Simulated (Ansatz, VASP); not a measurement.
# Cross-check of O (O2 molecule) between VASP and Ansatz, part 2 of 2

One calculation is typed for both programs; each brings its own data sets. How far apart do they land? The cell is taken from a series of runs on this material, whose earlier steps may have relaxed, scaled, displaced or heated it; both programs get it as it stands.

VASP 6.6.1 and Ansatz 0.2.0.

So far: Starting point; Ansatz: relaxation of the atoms, LDA.

## 3. VASP: relaxation of the atoms, LDA

Level of this step: LDA, spin-polarised from a ferromagnetic start; plane waves and PAW (O) (VASP).

The same cell, functional (in two slightly different forms) and mesh now go to VASP, with its own data sets.

Lines of VASP's logs that name or quote its potential files are left out, and so is its time.

File INCAR:

```
SYSTEM = O
PREC = Accurate
ENCUT = 520
EDIFF = 1E-07
NELM = 200
ISMEAR = 0
SIGMA = 0.01
LREAL = .FALSE.
ALGO = Normal
GGA = CA
NBANDS = 14
ISPIN = 2
MAGMOM = 0.55 0.55
LORBIT = 11
LWAVE = .FALSE.
LCHARG = .FALSE.
ISIF = 2
NUPDOWN = 2
IBRION = 2
NSW = 80
EDIFFG = -0.01
LASPH = .TRUE.
GGA_COMPAT = .FALSE.
NELMIN = 4
```

File POSCAR:

```
O
1.0
   12.0000000000      0.0000000000      0.0000000000
    0.0000000000     12.5000000000      0.0000000000
    0.0000000000      0.0000000000     13.0000000000
O
2
Direct
    0.4500000000      0.4700000000      0.4526923077
    0.4500000000      0.4700000000      0.5473076923
```

File KPOINTS:

```
Automatic mesh
0
Gamma
1 1 1
0 0 0
```

PAW data sets: O (LDA family, release 64).

The run is started by

```bash
$ mpirun -np 1 vasp_gam
```

Numbers of over 12 decimals in the logs are rounded to 6 here.

The program printed:

```text
[banner, memory and clock lines left out]
running    1 mpi-ranks, on    1 nodes
 distrk:  each k-point on    1 cores,    1 groups
 distr:  one band on    1 cores,    1 groups

 POSCAR found type information on POSCAR O
 POSCAR found :  1 types and       2 ions
 LDA part: xc-table for (Slater(with rela. corr.)+CA(PZ))
 , standard interpolation
 POSCAR, INCAR and KPOINTS ok, starting setup
 FFT: planning ... GRIDC
 FFT: planning ... GRID_SOFT
 FFT: planning ... GRID
 WAVECAR not read
 entering main loop
       N       E                     dE             d eps       ncg     rms          rms(c)
DAV:   1     0.123562800598E+03    0.12356E+03   -0.25316E+03    72   0.413E+02
DAV:   2     0.275003808349E+02   -0.96062E+02   -0.93939E+02    98   0.101E+02
DAV:   3    -0.813246606254E+01   -0.35633E+02   -0.35301E+02    96   0.624E+01
DAV:   4    -0.103119815743E+02   -0.21795E+01   -0.21769E+01    56   0.179E+01
DAV:   5    -0.103868438453E+02   -0.74862E-01   -0.74846E-01    88   0.323E+00    0.798E+00
DAV:   6    -0.103232472102E+02    0.63597E-01   -0.12109E+00    74   0.690E+00    0.329E+00
DAV:   7    -0.104411493219E+02   -0.11790E+00   -0.21803E-01    56   0.323E+00    0.147E+00
DAV:   8    -0.104596576158E+02   -0.18508E-01   -0.62958E-02    68   0.164E+00    0.512E-01
DAV:   9    -0.104670499393E+02   -0.73923E-02   -0.43722E-03    68   0.457E-01    0.205E-01
DAV:  10    -0.104703459776E+02   -0.32960E-02   -0.28718E-04    56   0.143E-01    0.761E-02
DAV:  11    -0.104717090912E+02   -0.13631E-02   -0.85125E-05    56   0.608E-02    0.272E-02
DAV:  12    -0.104723633649E+02   -0.65427E-03   -0.23570E-05    56   0.274E-02    0.118E-02
DAV:  13    -0.104726699226E+02   -0.30656E-03   -0.52042E-06    56   0.107E-02    0.659E-03
DAV:  14    -0.104729061836E+02   -0.23626E-03   -0.46334E-06    56   0.782E-03    0.288E-03
[...]
DAV:  19    -0.104731240325E+02   -0.14159E-04   -0.21797E-07    68   0.166E-03    0.297E-04
DAV:  20    -0.104731347843E+02   -0.10752E-04   -0.27698E-07    62   0.176E-03    0.203E-04
DAV:  21    -0.104731378935E+02   -0.31092E-05   -0.48866E-08    62   0.726E-04    0.135E-04
DAV:  22    -0.104731403041E+02   -0.24106E-05   -0.30021E-08    56   0.571E-04    0.648E-05
DAV:  23    -0.104731409190E+02   -0.61494E-06   -0.10945E-10    62   0.200E-04    0.426E-05
DAV:  24    -0.104731413114E+02   -0.39235E-06    0.35993E-09    56   0.148E-04    0.295E-05
DAV:  25    -0.104731414831E+02   -0.17174E-06    0.56881E-09    56   0.114E-04    0.153E-05
DAV:  26    -0.104731415377E+02   -0.54547E-07    0.70122E-09    56   0.631E-05
   1 F= -.10473142E+02 E0= -.10473142E+02  d E =-.104731E+02  mag=     2.0000
 curvature:   0.00 expect dE= 0.000E+00 dE for cont linesearch  0.000E+00
 trial: gam= 0.00000 g(F)=  0.442E-01 g(S)=  0.000E+00 ort = 0.000E+00 (trialstep = 0.100E+01)
 search vector abs. value=  0.442E-01
 bond charge predicted
       N       E                     dE             d eps       ncg     rms          rms(c)
DAV:   1    -0.103288505143E+02    0.14429E+00   -0.13319E+01    80   0.262E+01    0.142E+00
DAV:   2    -0.103348475965E+02   -0.59971E-02   -0.18476E-01    56   0.343E+00    0.702E-01
DAV:   3    -0.103336253801E+02    0.12222E-02   -0.10158E-02    80   0.732E-01    0.305E-01
DAV:   4    -0.103334071879E+02    0.21819E-03   -0.57398E-03    56   0.492E-01    0.104E-01
DAV:   5    -0.103335032208E+02   -0.96033E-04   -0.40181E-04    56   0.134E-01    0.558E-02
DAV:   6    -0.103336926225E+02   -0.18940E-03   -0.35694E-05    56   0.355E-02    0.156E-02
DAV:   7    -0.103337478400E+02   -0.55218E-04   -0.63850E-06    56   0.177E-02    0.410E-03
DAV:   8    -0.103337841031E+02   -0.36263E-04   -0.12001E-06    56   0.429E-03    0.270E-03
DAV:   9    -0.103338580793E+02   -0.73976E-04   -0.63551E-06    56   0.898E-03    0.112E-03
DAV:  10    -0.103338756708E+02   -0.17592E-04   -0.64456E-07    56   0.263E-03    0.882E-04
DAV:  11    -0.103339023080E+02   -0.26637E-04   -0.12286E-06    56   0.354E-03    0.556E-04
DAV:  12    -0.103339131011E+02   -0.10793E-04   -0.55131E-07    56   0.234E-03    0.380E-04
DAV:  13    -0.103339164503E+02   -0.33491E-05   -0.38325E-08    68   0.677E-04    0.259E-04
DAV:  14    -0.103339203240E+02   -0.38737E-05   -0.69997E-08    56   0.938E-04    0.103E-04
DAV:  15    -0.103339212228E+02   -0.89883E-06   -0.74240E-09    56   0.330E-04    0.767E-05
DAV:  16    -0.103339220137E+02   -0.79093E-06   -0.54729E-09    56   0.300E-04    0.485E-05
DAV:  17    -0.103339223944E+02   -0.38069E-06   -0.10889E-09    56   0.222E-04    0.217E-05
DAV:  18    -0.103339225529E+02   -0.15844E-06    0.43110E-09    56   0.105E-04    0.178E-05
DAV:  19    -0.103339226591E+02   -0.10622E-06    0.68752E-09    56   0.604E-05    0.104E-05
DAV:  20    -0.103339227310E+02   -0.71904E-07    0.66277E-09    56   0.554E-05
   2 F= -.10333923E+02 E0= -.10333923E+02  d E =0.139219E+00  mag=     2.0000
 trial-energy change:    0.139219  1 .order    0.155096   -0.044177    0.354370
 step:   0.1395(harm=  0.1108)  dis= 0.00456  next Energy=   -10.476267 (dE=-0.313E-02)
 bond charge predicted
       N       E                     dE             d eps       ncg     rms          rms(c)
DAV:   1    -0.104771094005E+02   -0.14319E+00   -0.99455E+00    80   0.225E+01    0.127E+00
DAV:   2    -0.104756632391E+02    0.14462E-02   -0.11668E-01    56   0.282E+00    0.572E-01
DAV:   3    -0.104756880251E+02   -0.24786E-04   -0.64898E-03    88   0.587E-01    0.249E-01
DAV:   4    -0.104758023899E+02   -0.11436E-03   -0.20957E-03    56   0.305E-01    0.904E-02
DAV:   5    -0.104759613967E+02   -0.15901E-03   -0.12233E-04    56   0.732E-02    0.415E-02
DAV:   6    -0.104760834895E+02   -0.12209E-03   -0.20073E-05    56   0.266E-02    0.912E-03
DAV:   7    -0.104761113437E+02   -0.27854E-04   -0.21556E-06    56   0.959E-03    0.333E-03
DAV:   8    -0.104761357182E+02   -0.24374E-04   -0.94934E-07    56   0.398E-03    0.213E-03
DAV:   9    -0.104761745247E+02   -0.38807E-04   -0.33292E-06    62   0.679E-03    0.929E-04
DAV:  10    -0.104761873531E+02   -0.12828E-04   -0.39198E-07    56   0.227E-03    0.760E-04
DAV:  11    -0.104762048269E+02   -0.17474E-04   -0.66451E-07    56   0.275E-03    0.368E-04
DAV:  12    -0.104762110320E+02   -0.62050E-05   -0.18479E-07    56   0.144E-03    0.363E-04
DAV:  13    -0.104762141848E+02   -0.31528E-05   -0.14039E-08    56   0.541E-04    0.175E-04
DAV:  14    -0.104762173957E+02   -0.32109E-05   -0.63343E-08    56   0.862E-04    0.124E-04
DAV:  15    -0.104762180226E+02   -0.62688E-06   -0.22616E-09    56   0.235E-04    0.689E-05
DAV:  16    -0.104762189741E+02   -0.95152E-06   -0.83659E-09    56   0.357E-04    0.318E-05
DAV:  17    -0.104762192480E+02   -0.27394E-06    0.28854E-09    56   0.156E-04    0.201E-05
DAV:  18    -0.104762194570E+02   -0.20891E-06    0.53219E-09    56   0.145E-04    0.166E-05
DAV:  19    -0.104762195069E+02   -0.49927E-07    0.73357E-09    56   0.452E-05
   3 F= -.10476220E+02 E0= -.10476220E+02  d E =-.307797E-02  mag=     2.0000
 curvature:  -0.06 expect dE=-0.413E-06 dE for cont linesearch -0.413E-06
 trial: gam= 0.00000 g(F)=  0.746E-05 g(S)=  0.000E+00 ort =-0.574E-03 (trialstep = 0.828E+00)
 search vector abs. value=  0.746E-05
 reached required accuracy - stopping structural energy minimisation
```

Parts of OUTCAR (step 3):

```text
ion  position               nearest neighbor table
   1  0.450  0.470  0.453-   2 1.23
   2  0.450  0.470  0.547-   1 1.23

  LATTYP: Found a simple orthorhombic cell.
 ALAT       =    12.0000000000
 B/A-ratio  =     1.0416666667
 C/A-ratio  =     1.0833333333

 Subroutine GETGRP returns: Found  8 space group operations
 (whereof  2 operations were pure point group operations)

The static configuration has the point symmetry C_1h.
 The point group associated with its full space group is D_2h.

 Found      1 irreducible k-points:

   k-points           NKPTS =      1   k-points in BZ     NKDIM =      1   number of bands    NBANDS=     14

   dimension x,y,z NGX =    90 NGY =   96 NGZ =   98
   dimension x,y,z NGXF=   180 NGYF=  192 NGZF=  196

   ENCUT  =  520.0 eV  38.22 Ry    6.18 a.u.  22.31 23.24 24.17*2*pi/ulx,y,z

   NELECT =      12.0000    total number of electrons

 k-points in reciprocal lattice and weights: Automatic mesh
   0.00000000  0.00000000  0.00000000       1.000

 average (electrostatic) potential at core
       1 -84.8562       2 -84.8562

 E-fermi : -11.7685

 spin component 1
 k-point     1 :       0.0000    0.0000    0.0000
  band No.  band energies     occupation
    ...
      3     -13.6808      1.00000
      4     -13.5490      1.00000
      5     -13.5490      1.00000
      6      -6.9438      1.00000
      7      -6.9438      1.00000
      8      -0.1809      0.00000
      9       0.5971      0.00000
     10       0.6311      0.00000
     11       0.8041      0.00000
     12       0.8712      0.00000
    ...

 spin component 2
 k-point     1 :       0.0000    0.0000    0.0000
  band No.  band energies     occupation
      1     -31.5566      1.00000
      2     -18.6753      1.00000
      3     -12.5935      1.00000
      4     -11.9028      1.00000
      5     -11.9028      1.00000
      6      -4.9785      0.00000
      7      -4.9785      0.00000
      8      -0.1454      0.00000
      9       0.6738      0.00000
     10       0.6775      0.00000
    ...

  Total       -0.0667925     -0.0664649     -0.0638506      0.0000000      0.0000000      0.0000000
  in kB       -0.0548787     -0.0546095     -0.0524616      0.0000000      0.0000000      0.0000000
  external PRESSURE =      -0.0539833 kB  Pullay stress =       0.0000000 kB

  energy-cutoff  :      520.00
  volume of cell :     1950.00
      direct lattice vectors                 reciprocal lattice vectors
    12.000000000  0.000000000  0.000000000     0.083333333  0.000000000  0.000000000
     0.000000000 12.500000000  0.000000000     0.000000000  0.080000000  0.000000000
     0.000000000  0.000000000 13.000000000     0.000000000  0.000000000  0.076923077

 POSITION                                       TOTAL-FORCE (eV/Angst)
 -----------------------------------------------------------------------------------
      5.40000      5.87500      5.88956         0.000000      0.000000     -0.008795
      5.40000      5.87500      7.11044         0.000000      0.000000      0.008795
 -----------------------------------------------------------------------------------
    total drift:                                0.000000      0.000104      0.000000

  FREE ENERGIE OF THE ION-ELECTRON SYSTEM (eV)
  ---------------------------------------------------
  free  energy   TOTEN  =       -10.4762195069 eV

  energy  without entropy=      -10.4762195069  energy(sigma->0) =      -10.47621951

 reached required accuracy - stopping structural energy minimisation

 total charge
# of ion       s       p       d       tot
------------------------------------------
    1        1.602   3.289   0.000   4.890
    2        1.602   3.289   0.000   4.890
--------------------------------------------------
tot          3.203   6.578   0.000   9.781

 magnetization (x)
# of ion       s       p       d       tot
------------------------------------------
    1        0.008   0.799   0.000   0.806
    2        0.008   0.799   0.000   0.806
--------------------------------------------------
tot          0.016   1.597   0.000   1.613
```

CONTCAR:

```
O
   1.00000000000000
    12.0000000000000000    0.0000000000000000    0.0000000000000000
     0.0000000000000000   12.5000000000000000    0.0000000000000000
     0.0000000000000000    0.0000000000000000   13.0000000000000000
  O
     2
Direct
     0.4500000000000028    0.4699999999999989    0.4530427151045288
     0.4500000000000028    0.4699999999999989    0.5469572848954711
```

The run keeps the 8 symmetry operations of its start, so it cannot find a distortion of lower symmetry.

## 4. Side by side

Known differences besides the potentials themselves: VASP starts from the moments at which Ansatz ended; the two LDA forms differ slightly; fixed occupations in Ansatz, narrow Gaussian smearing in VASP; the cutoff is 420 eV in Ansatz and 520 eV in VASP; VASP's log shows a relativistic correction to its local exchange, Ansatz's none; site moments are counted in spheres of each program's own size. Total energies have different zeros and are not compared.

Compared:

| quantity | Ansatz | VASP | difference |
| --- | --- | --- | --- |
| volume (Å³) | 1950.00 | 1950.00 | +0.00 % |
| edge a after relaxation, in the typed setting (Å) | 12.000 | 12.000 | +0.00 % |
| edge b after relaxation, in the typed setting (Å) | 12.500 | 12.500 | +0.00 % |
| edge c after relaxation, in the typed setting (Å) | 13.000 | 13.000 | +0.00 % |
| total moment, fixed by the input (μB) | 2.00 | 2.00 | 0.00 |
| moment on O1 (μB) | 0.55 | 0.81 | -0.26 |
| moment on O2 (μB) | 0.55 | 0.81 | -0.26 |

## 5. What came out

- difference in moment on O1 (relaxation of the atoms, LDA): -0.26 μB

In words: The difference in moment on O1 is -0.26 μB (relaxation of the atoms, LDA). Such differences can come from data sets, numerical settings and the points named under the comparisons, not from the functional's error against experiment.

[Lines on the potential files, build, host, timing and source positions are cut from VASP's logs without a mark.]

[Logs are printed without paths, hosts, clocks, repeated set-up lines and the standing remarks that a program may print on its own settings, such as how far it seeks lower states.]

[Hosts, paths, dates, database ids (printed as entryN), source tags and the programs' standing remarks are cut or masked in the printed files.]
